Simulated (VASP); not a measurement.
**LiYHg: relaxation of cell and atoms with PBE**

The system is LiYHg.

```
Li Y Hg
1.0
     4.21794    0.00000    0.00000
     0.00000    4.21794    0.00000
     0.00000    0.00000    5.25109
Li Y Hg
1 1 1
Direct
  0.50000 0.50000 0.50000
  0.00000 0.00000 0.00000
  0.50000 0.50000 0.00000
```

The cell was built by a generator and needn't be a form met in nature.

| Item | Value |
| --- | --- |
| Program | VASP 6.6.1 |
| Task | relaxation of cell and atoms |
| Functional | PBE |
| Potentials or basis | VASP PAW PBE potentials, release 64 (Li_sv, Y_sv, Hg) |
| Cutoff | 600 eV |
| k mesh | 6 × 6 × 5 |
| Occupations | fermi-dirac, width 0.05 eV |
| Spin | no spin polarisation |
| Further INCAR settings | ALGO = Fast; EDIFF = 1e-06; IBRION = 2; EDIFFG = -0.005; NSW = 60; ISIF = 3 |

```yaml
Relaxed_volume: 31.08 Å³/atom
Relaxed_cell: a = 4.207 Å, b = 4.207 Å, c = 5.269 Å, α = 90.00°, β = 90.00°, γ = 90.00°
Space_group_after_relaxing_to_0.05_Å: P4/mmm (No. 123)
Energy_gained_by_relaxing: 0.2 meV/atom
Ionic_steps: 7
Pressure_after_relaxing: 0.0 GPa
Band_gap_on_the_k_mesh: none (metal or under the smearing width)
```

Step by step:
```csv
step,energy change (eV),largest force (eV/Å),pressure (GPa),volume (Å³)
1,0.0000,0.0000,-0.17,93.42
2,-0.0006,0.0000,0.09,92.98
3,-0.0006,0.0000,0.04,93.02
4,-0.0006,0.0000,0.05,93.01
5,-0.0006,0.0000,0.04,93.12
6,-0.0006,0.0000,-0.01,93.30
7,-0.0006,0.0000,0.00,93.24
```

Final structure:
```cif
data_structure
_symmetry_space_group_name_H-M 'P 1'
_symmetry_Int_Tables_number 1
_cell_length_a 4.2066
_cell_length_b 4.2066
_cell_length_c 5.2690
_cell_angle_alpha 90.000
_cell_angle_beta 90.000
_cell_angle_gamma 90.000
_cell_volume 93.24
loop_
_atom_site_label
_atom_site_type_symbol
_atom_site_fract_x
_atom_site_fract_y
_atom_site_fract_z
_atom_site_occupancy
Li1 Li 0.50000 0.50000 0.50000 1
Y1 Y 0.00000 0.00000 0.00000 1
Hg1 Hg 0.50000 0.50000 0.00000 1
```

Levels at points of the mesh, in eV from the Fermi level:
```tsv
k point	band 10	band 11	band 12	band 13	band 14	band 15	band 16	band 17
(0.00, 0.00, 0.00)	-7.50	-6.56	-0.50	-0.11	0.87	2.20	2.20	2.84
(0.50, 0.00, 0.00)	-7.47	-4.95	-2.79	-0.62	-0.04	0.15	2.11	2.80
(0.50, 0.50, 0.00)	-7.45	-5.15	-0.62	-0.62	0.49	1.34	1.34	1.80
```

Run time: 5.1 min on 1 thread of AMD EPYC 9R45 96-Core Processor (Zen 5), on a shared host, peak memory 0.26 GiB.

Caveat: the cutoff is under 1.25 times the usual one of these potentials, so pressure, stress and relaxed cells hold a basis-set (Pulay) error. Spin-orbit coupling is left out, which matters for the levels of Hg.
